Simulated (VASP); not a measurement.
Given:

```yaml
crystal:
  lattice:
    - [1.36500, -2.36425, 0.00000]
    - [1.36500, 2.36425, 0.00000]
    - [0.00000, 0.00000, 4.32000]
  atoms:
    - { symbol: Os, position: [0.33333, 0.66667, 0.25000] }
    - { symbol: Os, position: [0.66667, 0.33333, 0.75000] }
```

Calculation: PBE GGA, VASP's PBE PAW potentials (set 64) (plane waves; VASP). Run with 300 eV cut-off, 13×13×7 Γ-centred mesh, Gaussian smearing of 0.14 eV, potentials Os.

Question: Give the energies of bands 1 to 11 at the high-symmetry points, in eV from the Fermi level.

Answer: 
```csv
band,Γ,M,K,A,L,H
1,-11.05,-7.33,-6.63,-8.62,-7.57,-5.94
2,-7.90,-7.12,-5.49,-8.62,-7.57,-5.94
3,-3.14,-6.56,-5.49,-3.67,-5.44,-5.05
4,-3.14,-3.63,-4.71,-3.67,-5.44,-5.05
5,-2.91,-2.99,-3.53,-3.33,-1.28,-3.52
6,-2.30,-2.67,-3.53,-3.33,-1.28,-3.52
7,-2.30,-1.98,-1.43,-3.33,-0.23,-1.44
8,-1.63,1.98,1.41,-3.33,-0.23,-1.44
9,-1.63,2.54,1.41,0.82,2.32,1.57
10,-0.06,2.65,1.98,0.82,2.32,1.57
11,1.62,4.37,5.35,0.82,3.25,8.31
```

It has no gap at this level: it comes out as a metal or semimetal.

The structure is a typed Os crystal (P6_3/mmc). The cell was not relaxed at this level.
